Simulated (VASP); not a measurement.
# SbMo3 (Pmm2) in VASP: single point with r2SCAN

Aim: the single point of SbMo3 with r2SCAN.

Everything below comes from runs of VASP 6.6.1. Logs are shortened: lines on timing, memory, paths and dates and some standing lists are left out, and cuts for length are marked.

## (1) Starting point

Symmetry: Pmm2, No. 25, orthorhombic system. The conventional cell has a = 3.313 Å, b = 4.613 Å, c = 4.383 Å, α = 90.00°, β = 90.00°, γ = 90.00°. Sb (site symmetry mm2) has 10 Mo at 2.70 to 2.93 Å as nearest neighbours. Mo (site symmetry mm2) is surrounded by 4 Sb at 2.70 to 2.80 Å and 6 Mo at 2.87 to 2.93 Å. Mo (site symmetry mm2) has 8 Mo at 2.70 to 2.87 Å and 2 Sb at 2.93 Å as nearest neighbours. Mo (site symmetry mm2) is surrounded by 6 Mo at 2.70 to 2.93 Å and 4 Sb at 2.86 Å.

The cell was built by a generator and needn't be a form met in nature.

## (2) Single point, r2SCAN

Contents of POSCAR:

```
SbMo3
1.0
    3.3134743772      0.0000000000      0.0000000000
    0.0000000000      4.6134957856      0.0000000000
    0.0000000000      0.0000000000      4.3831504657
Sb Mo
1 3
Direct
    0.0000000000      0.0000000000      1.0344656942
    0.5000000000      0.0000000000      0.5205026433
    0.0000000000      0.5000000000      0.6206269008
    0.5000000000      0.5000000000      0.1077647617
```

Contents of INCAR.step1:

```
PREC = Accurate
ENCUT = 520
ISMEAR = -1
SIGMA = 0.1
LREAL = F
LASPH = T
NELM = 100
NBANDS = 32
GGA = PE
ALGO = Normal
EDIFF = 1E-4
LWAVE = T
LCHARG = F
```

Contents of INCAR.step2:

```
PREC = Accurate
ENCUT = 520
EDIFF = 1E-6
ISMEAR = -1
SIGMA = 0.1
LREAL = F
LASPH = T
NELM = 100
ALGO = Normal
ISIF = 2
LWAVE = F
LCHARG = T
METAGGA = R2SCAN
LMIXTAU = T
LELF = T
LVHAR = T
NBANDS = 32
ISTART = 1
```

Contents of KPOINTS:

```
Automatic mesh
0
Gamma
  6 4 4
```

Potentials or basis: VASP PAW PBE potentials, release 64 (Sb, Mo_sv).

Started as:

```sh
$ cat potpaw_PBE.64/Sb/POTCAR potpaw_PBE.64/Mo_sv/POTCAR > POTCAR
$ cp INCAR.step1 INCAR
$ mpirun -np 1 vasp_std > vasp.out
$ cp INCAR.step2 INCAR
$ mpirun -np 1 vasp_std > vasp.out
```

OUTCAR:

```text
PREC = Accurate
   ENCUT = 520
   EDIFF = 1E-6
   ISMEAR = -1
   LREAL = F
   LASPH = T
   NELM = 100
   ISIF = 2
   METAGGA = R2SCAN
   ISTART = 1

 ion  position               nearest neighbor table
   1  0.000  0.000  0.034-   2 2.70   2 2.70   2 2.80   2 2.80   4 2.86   4 2.86   4 2.86   4 2.86
                             3 2.93   3 2.93   3 3.45   3 3.45
   2  0.500  0.000  0.521-   1 2.70   1 2.70   1 2.80   1 2.80   3 2.87   3 2.87   3 2.87   3 2.87
                             4 2.93   4 2.93   4 3.46   4 3.46
   3  0.000  0.500  0.621-   4 2.70   4 2.70   4 2.79   4 2.79   2 2.87   2 2.87   2 2.87   2 2.87
                             1 2.93   1 2.93   1 3.45   1 3.45
   4  0.500  0.500  0.108-   3 2.70   3 2.70   3 2.79   3 2.79   1 2.86   1 2.86   1 2.86   1 2.86
                             2 2.93   2 2.93   2 3.46   2 3.46

  LATTYP: Found a simple orthorhombic cell.
 ALAT       =     3.3134743772
 B/A-ratio  =     1.3228261235
 C/A-ratio  =     1.3923438845

  Lattice vectors:

 A1 = (  -3.3134743772,   0.0000000000,   0.0000000000)
 A2 = (   0.0000000000,   0.0000000000,   4.3831504657)
 A3 = (   0.0000000000,   4.6134957856,   0.0000000000)

Analysis of symmetry for initial positions (statically):
=====================================================================
 Subroutine PRICEL returns:
 Original cell was already a primitive cell.

 Routine SETGRP: Setting up the symmetry group for a
 simple orthorhombic supercell.

 Subroutine GETGRP returns: Found  4 space group operations
 (whereof  4 operations were pure point group operations)
 out of a pool of  8 trial point group operations.

The static configuration has the point symmetry C_2v.

Analysis of symmetry for dynamics (positions and initial velocities):
=====================================================================
 Subroutine PRICEL returns:
 Original cell was already a primitive cell.

 Routine SETGRP: Setting up the symmetry group for a
 simple orthorhombic supercell.

 Subroutine GETGRP returns: Found  4 space group operations
 (whereof  4 operations were pure point group operations)
 out of a pool of  8 trial point group operations.

The dynamic configuration has the point symmetry C_2v.

 Subroutine INISYM returns: Found  4 space group operations
 (whereof  4 operations are pure point group operations),
 and found     1 'primitive' translations

----------------------------------------------------------------------------------------

                                     Primitive cell

  volume of cell :      67.0039

  direct lattice vectors                    reciprocal lattice vectors
     3.313474377  0.000000000  0.000000000     0.301798018  0.000000000  0.000000000
     0.000000000  4.613495786  0.000000000     0.000000000  0.216755373  0.000000000
     0.000000000  0.000000000  4.383150466     0.000000000  0.000000000  0.228146400

  length of vectors
     3.313474377  4.613495786  4.383150466     0.301798018  0.216755373  0.228146400

  position of ions in fractional coordinates (direct lattice)
     0.000000000  0.000000000  0.034465694
     0.500000000  0.000000000  0.520502643
     0.000000000  0.500000000  0.620626901
     0.500000000  0.500000000  0.107764762

  ion indices of the primitive-cell ions
   primitive index   ion index
                 1           1
                 2           2
                 3           3
                 4           4

----------------------------------------------------------------------------------------

 KPOINTS: Automatic mesh

Automatic generation of k-mesh.
 Grid dimensions read from file:
 generate k-points for:    6    4    4

 Generating k-lattice:

  Cartesian coordinates                     Fractional coordinates (reciprocal lattice)
     0.050299670  0.000000000  0.000000000     0.166666667  0.000000000  0.000000000
     0.000000000  0.054188843  0.000000000     0.000000000  0.250000000  0.000000000
     0.000000000  0.000000000  0.057036600     0.000000000  0.000000000  0.250000000

  Length of vectors
     0.050299670  0.054188843  0.057036600

  Shift w.r.t. Gamma in fractional coordinates (k-lattice)
     0.000000000  0.000000000  0.000000000

 Subroutine IBZKPT returns following result:
 ===========================================

 Found     36 irreducible k-points:

 Following reciprocal coordinates:
            Coordinates               Weight
  0.000000  0.000000  0.000000      1.000000
  0.166667  0.000000  0.000000      2.000000
  0.333333  0.000000  0.000000      2.000000
  0.500000  0.000000  0.000000      1.000000
  0.000000  0.250000  0.000000      2.000000
  0.166667  0.250000  0.000000      4.000000
[... 16 lines left out ...]
  0.333333  0.500000  0.250000      4.000000
  0.500000  0.500000  0.250000      2.000000
 [... further k-points ...]
   k-points           NKPTS =     36   k-points in BZ     NKDIM =     36   number of bands    NBANDS=     32
   number of dos      NEDOS =    301   number of ions     NIONS =      4
   total plane-waves  NPLWV =  36288
   dimension x,y,z NGX =    28 NGY =   36 NGZ =   36
   dimension x,y,z NGXF=    56 NGYF=   72 NGZF=   72
   ions per type =               1   3
   NGX,Y,Z   is equivalent  to a cutoff of  14.05, 12.97, 13.65 a.u.
   NGXF,Y,Z  is equivalent  to a cutoff of  28.10, 25.94, 27.31 a.u.
 SYSTEM =  unknown system
   PREC   = accura    normal or accurate (medium, high low for compatibility)
   ISTART =      1    job   : 0-new  1-cont  2-samecut
   ICHARG =      0    charge: 1-file 2-atom 10-const
   ISPIN  =      1    spin polarized calculation?
   LNONCOLLINEAR =      F non collinear calculations
   LSORBIT =      F    spin-orbit coupling
   LASPH  =      T    aspherical Exc in radial PAW
   ENCUT  =  520.0 eV  38.22 Ry    6.18 a.u.   6.16  8.58  8.15*2*pi/ulx,y,z
   NELM   =    100;   NELMIN=  2; NELMDL=  0     # of ELM steps
   EDIFF  = 0.1E-05   stopping-criterion for ELM
   LREAL  =      F    real-space projection
   EDIFFG = 0.1E-04   stopping-criterion for IOM
   NSW    =      0    number of steps for IOM
   IBRION =     -1    ionic relax: 0-MD 1-quasi-New 2-CG
   NFREE  =      0    steps in history (QN), initial steepest desc. (CG)
   ISIF   =      2    stress and relaxation
   ISYM   =      2    0-nonsym 1-usesym 2-fastsym
   POTIM  = 0.5000    time-step for ionic-motion
   TEBEG  =    0.0;   TEEND  =   0.0 temperature during run
   PSTRESS=    0.0 pullay stress
   NELECT =      47.0000    total number of electrons
   NUPDOWN=      -1.0000    fix difference up-down
   EMIN   =  10.00;   EMAX   =-10.00  energy-range for DOS
   EFERMI =   0.00;   METHOD = LEGACY
   ISMEAR =    -1;   SIGMA  =   0.10  broadening in eV -4-tet -1-fermi 0-gaus
   EFERMI_NEDOS =   21; number of points for ismear=-14 and -15
   IALGO  =     38    algorithm
   IMIX   =      4    mixing-type and parameters
     AMIX     =   0.40;   BMIX     =  1.00
     AMIX_MAG =   1.60;   BMIX_MAG =  1.00
  volume/ion in A,a.u.               =      16.75       113.04
  Fermi-wavevector in a.u.,A,eV,Ry     =   1.454590  2.748777 28.787662  2.115833
  Thomas-Fermi vector in A             =   2.571723
   LORBIT       =      0    0 simple, 1 ext, 2 COOP (PROOUT), +10 PAW based schemes
   METAGGA = R2SCAN    functional components
   LHFCALC =     F    Hartree Fock is set to
   AEXX    =    0.0000 exact exchange contribution
   IVDW    =     0    specifies the selected vdW correction
   LEPSILON=     F    determine dielectric tensor
   LRPA    =     F    only Hartree local field effects (RPA)
 non-spin polarized calculation
  energy-cutoff  :      520.00
  volume of cell :       67.00
 maximum number of plane-waves:      1824
 NGX is ok and might be reduce to    28
   NGX = 13   NGY = 17   NGZ = 17

 number of electron      47.0000001 magnetization

 Free energy of the ion-electron system (eV)
  ---------------------------------------------------
  ext. energy  EPLUGINS =         0.00000000
  ---------------------------------------------------
  free energy    TOTEN  =      -102.76587171 eV

  energy without entropy =     -102.67365004  energy(sigma->0) =     -102.71976087

 E-fermi :  12.5891     XC(G=0): -13.9119

 val. band max:       12.5707611471   @ k =   0.3333   0.2500   0.0000
 cond. band min:      12.6056083827   @ k =   0.0000   0.5000   0.2500
 fundamental gap:      0.0348472355
 Fermi energy:        12.5891247972

 k-point     1 :       0.0000    0.0000    0.0000
  band No.  band energies     occupation
      1     -50.5157      2.00000
      2     -50.1671      2.00000
      3     -50.0772      2.00000
      4     -24.3122      2.00000
      5     -24.1704      2.00000
      6     -23.9593      2.00000
[... 24 lines left out ...]
     31      16.9528      0.00000
     32      17.1036      0.00000

 k-point     2 :       0.1667    0.0000    0.0000
  band No.  band energies     occupation
      1     -50.4998      2.00000
      2     -50.1755      2.00000
      3     -50.0761      2.00000
      4     -24.2431      2.00000
      5     -24.1194      2.00000
      6     -23.9633      2.00000
[... 24 lines left out ...]
     31      16.0897      0.00000
     32      17.8547      0.00000

 k-point     3 :       0.3333    0.0000    0.0000
  band No.  band energies     occupation
      1     -50.4642      2.00000
      2     -50.1972      2.00000
      3     -50.0730      2.00000
      4     -24.0645      2.00000
      5     -23.9880      2.00000
      6     -23.9434      2.00000
[... 24 lines left out ...]
     31      16.9834      0.00000
     32      17.5218      0.00000

 k-point     4 :       0.5000    0.0000    0.0000
  band No.  band energies     occupation
      1     -50.4434      2.00000
      2     -50.2112      2.00000
      3     -50.0712      2.00000
      4     -23.9189      2.00000
      5     -23.8843      2.00000
      6     -23.8730      2.00000
[... 654 lines left out ...]
     31      16.7144      0.00000
     32      16.9595      0.00000

 k-point    23 :       0.3333    0.5000    0.2500
  band No.  band energies     occupation
      1     -50.4532      2.00000
      2     -50.1989      2.00000
      3     -50.0815      2.00000
      4     -24.2571      2.00000
      5     -24.0742      2.00000
      6     -24.0166      2.00000
[... 24 lines left out ...]
     31      16.2743      0.00000
     32      16.6713      0.00000

 k-point    24 :       0.5000    0.5000    0.2500
  band No.  band energies     occupation
      1     -50.4430      2.00000
      2     -50.2031      2.00000
      3     -50.0782      2.00000
      4     -24.2164      2.00000
      5     -24.1859      2.00000
      6     -24.1212      2.00000
[... 24 lines left out ...]
     31      16.1414      0.00000
     32      16.1582      0.00000

 [... further k-points ...]

------------------------ aborting loop because EDIFF is reached ----------------------------------------

  FORCE on cell =-STRESS in cart. coord.  units (eV):
  Direction    XX          YY          ZZ          XY          YZ          ZX
  --------------------------------------------------------------------------------------
  -------------------------------------------------------------------------------------
  Total        0.2267293      0.2677395      0.2607579      0.0000000      0.0000000      0.0000000
  in kB        5.4214822      6.4021070      6.2351654      0.0000000      0.0000000      0.0000000
  external PRESSURE =       6.0195849 kB  Pullay stress =       0.0000000 kB

 VOLUME and BASIS-vectors are now :
 -----------------------------------------------------------------------------
  energy-cutoff  :      520.00
  volume of cell :       67.00
      direct lattice vectors                 reciprocal lattice vectors
     3.313474377  0.000000000  0.000000000     0.301798018  0.000000000  0.000000000
     0.000000000  4.613495786  0.000000000     0.000000000  0.216755373  0.000000000
     0.000000000  0.000000000  4.383150466     0.000000000  0.000000000  0.228146400

 POSITION                                       TOTAL-FORCE (eV/Angst)
 -----------------------------------------------------------------------------------
      0.00000      0.00000      0.15107         0.000000      0.000000      0.009340
      1.65674      0.00000      2.28144         0.000000      0.000000     -0.001906
      0.00000      2.30675      2.72030         0.000000      0.000000     -0.014220
      1.65674      2.30675      0.47235         0.000000      0.000000      0.006786
 -----------------------------------------------------------------------------------
    total drift:                                0.000000     -0.000000      0.000373

  FREE ENERGIE OF THE ION-ELECTRON SYSTEM (eV)
  ---------------------------------------------------
  free  energy   TOTEN  =      -102.7658717114 eV

  energy  without entropy=     -102.6736500358  energy(sigma->0) =     -102.71976087
```

Wall time 2.9 min (1 thread of Intel Xeon Platinum 8488C (Sapphire Rapids), shared host); peak memory 0.22 GiB.

What came out:

```
Free energy            : -102.7659 eV
Pressure               : 0.6 GPa
Largest force          : 0.014 eV/Å
Band gap on the k mesh : none (metal or under the smearing width)
```

Forces in eV/Å, atoms in the order of the input:
```
Sb   0.000  0.000  0.009
Mo   0.000  0.000 -0.002
Mo   0.000  0.000 -0.014
Mo   0.000  0.000  0.007
```

Stress tensor (GPa, compression positive):
```
0.54 0.00 0.00
0.00 0.64 0.00
0.00 0.00 0.62
```

Levels at points of the mesh, in eV from the Fermi level:
| k point | band 20 | band 21 | band 22 | band 23 | band 24 | band 25 | band 26 | band 27 | band 28 | band 29 |
| --- | --- | --- | --- | --- | --- | --- | --- | --- | --- | --- |
| (0.00, 0.00, 0.00) | -2.87 | -2.64 | -0.12 | 0.09 | 0.52 | 0.97 | 1.66 | 1.90 | 2.40 | 2.68 |
| (0.50, 0.00, 0.00) | -1.94 | -1.76 | -1.48 | -0.87 | 0.34 | 0.92 | 1.18 | 2.17 | 2.23 | 2.31 |
| (0.00, 0.50, 0.00) | -2.25 | -1.93 | -0.91 | -0.71 | 0.08 | 0.55 | 1.19 | 1.31 | 1.90 | 2.01 |
| (0.50, 0.50, 0.00) | -2.07 | -1.64 | -1.14 | -1.09 | -0.15 | 0.66 | 0.96 | 1.97 | 2.04 | 2.82 |
| (0.00, 0.00, 0.50) | -2.10 | -1.96 | -0.86 | -0.40 | -0.26 | 0.14 | 0.28 | 0.76 | 0.89 | 2.92 |
| (0.50, 0.00, 0.50) | -1.87 | -1.83 | -1.36 | -0.33 | 0.98 | 1.41 | 1.82 | 1.98 | 2.11 | 2.82 |
| (0.00, 0.50, 0.50) | -1.87 | -1.23 | -0.97 | -0.85 | -0.59 | -0.34 | -0.17 | 0.63 | 0.91 | 1.31 |
| (0.50, 0.50, 0.50) | -2.81 | -2.10 | -0.98 | -0.78 | 0.90 | 1.05 | 1.81 | 1.83 | 2.02 | 2.30 |

Caveat: the PAW data sets were made with another functional, which shifts forces and pressure a little. The run has no spin-orbit coupling, so splittings on Sb are missing.
